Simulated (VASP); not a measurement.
An input for Quantum ESPRESSO's pw.x (written as the equivalent of a VASP run, and not itself run):

```
&CONTROL
  calculation = 'vc-relax'
  pseudo_dir = './pseudo'
  outdir = './out'
  tprnfor = .true.
  tstress = .true.
  nstep = 60
  forc_conv_thr = 0.00039
/
&SYSTEM
  ibrav = 0
  nat = 1
  ntyp = 1
  ecutwfc = 76
  occupations = 'smearing'
  smearing = 'methfessel-paxton'
  degauss = 0.00735
  input_dft = 'pbesol'
/
&ELECTRONS
  conv_thr = 7.3e-08
  electron_maxstep = 100
/
&IONS
/
&CELL
/
ATOMIC_SPECIES
  Au 196.967 Au.upf
CELL_PARAMETERS angstrom
     2.6691900    0.0000000    0.0000000
     0.0000000    2.6691900    0.0000000
     0.0000000    0.0000000    2.6691900
ATOMIC_POSITIONS crystal
  Au   0.0000000  0.0000000  0.0000000
K_POINTS automatic
  12 12 12 0 0 0
```

Problem. Write the VASP files for the same calculation (PBEsol).

Solution. This is not unique; one that fits is 
File KPOINTS:
```
Automatic mesh
0
Gamma
12 12 12
0 0 0
```

File POSCAR:
```
Au
1
    2.6691900000     0.0000000000     0.0000000000
    0.0000000000     2.6691900000     0.0000000000
    0.0000000000     0.0000000000     2.6691900000
Au
1
Direct
  0.0000000000   0.0000000000   0.0000000000
```

### INCAR
```
SYSTEM=Au
PREC=Accurate; ENCUT=400; LREAL=.False.
LASPH=.True.
EDIFF=1E-6; NELM=100; ALGO=Normal
LMAXMIX=6
ISMEAR=1; SIGMA=0.1
GGA=PS
IBRION=2; NSW=60; ISIF=3
EDIFFG=-0.01
LWAVE=.False.; LCHARG=.False.
```

POTCAR, in this order: Au (PBE.64 set). Program: vasp_std.

Limits of the translation: the potentials are each code's own (VASP's PAW set, PseudoDojo norm-conserving files in pw.x), so ENCUT and ecutwfc are chosen apart and not converted; conv_thr bounds pw.x's estimated SCF error, while EDIFF bounds the energy change between steps; forc_conv_thr acts on force components and is met together with etot_conv_thr.

The structure was generated: Au was put into the simple-cubic type (Pm-3m), which need not be its known phase. This run relaxes it. Symmetry was kept, so distortions that lower it aren't found.
